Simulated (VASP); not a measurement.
Runs of VASP 6.6.1 on Ga15CoN16 (a cell with a defect). The cell holds a defect, 32 atoms: a = 6.380 Å, b = 6.380 Å, c = 10.378 Å, α = 90.00°, β = 90.00°, γ = 120.00°. 

```csv
spin,fixed moment (μB),mesh quality,gap on the mesh (eV),moment (μB),largest force (eV/Å)
"collinear, ferromagnetic start",-,coarse,none,2.00,0.34
"collinear, ferromagnetic start",-,not flagged,0.88,(a),(b)
"collinear, zero start",0,coarse,-,0.00,0.88
off,-,coarse,none,-,0.88
"collinear, ferromagnetic start",2,coarse,-,2.00,0.35
```

Alike in all rows: task single point; level PBEsol+U; potentials or basis VASP PAW PBE potentials, release 64 (Co, Ga_d, N); Co d U = 4 eV; cell as given; k mesh 3 × 3 × 2; cutoff (eV) 450; smearing gaussian 0.03 eV.

**Question.** Estimate the missing entries.

**Answer.** (a) 4.00; (b) 0.33.

Caveats: some runs use coarse meshes; the PAW data sets were made with another functional, which shifts forces and pressure a little; the cell's inner coordinates are idealised or old, which leaves forces on the atoms; the total moment is fixed, so each spin has its own Fermi level (some runs); U without spin polarisation on a metal has little footing (some runs).

A k mesh can miss the band edges, and the runs leave out spin-orbit coupling on Ga.

A gap of «none» marks a metal or a gap under the smearing width.
